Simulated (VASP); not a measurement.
Here is the system:

```
Pt3Ti
1.0
    3.92677     0.00000     0.00000
    0.00000     3.92677     0.00000
    0.00000     0.00000     3.92677
Ti Pt
1 3
Direct
  0.00000   0.00000   0.00000
  0.00000   0.50000   0.50000
  0.50000   0.00000   0.50000
  0.50000   0.50000   0.00000
```

All values below come from optB86b-vdW, VASP's PBE PAW potentials (set 64) (plane waves; VASP). Settings: 520 eV cut-off, 9×9×9 Γ-centred mesh, tetrahedra with Blöchl corrections, potentials Ti_sv Pt.

The cores are frozen, which limits the accuracy of field gradients.

### Question
Give the principal components of the electric field gradient (V/Å²) and the asymmetry η at each nucleus.

### Answer

```tsv
atom	Vxx	Vyy	Vzz	η
Ti1	0.0	0.0	0.0	-
Pt2	33.3	33.3	-66.6	0.00
Pt3	33.3	33.3	-66.6	0.00
Pt4	33.3	33.3	-66.6	0.00
```

The compound is Pt3Ti in the L1_2 structure. It was relaxed first.
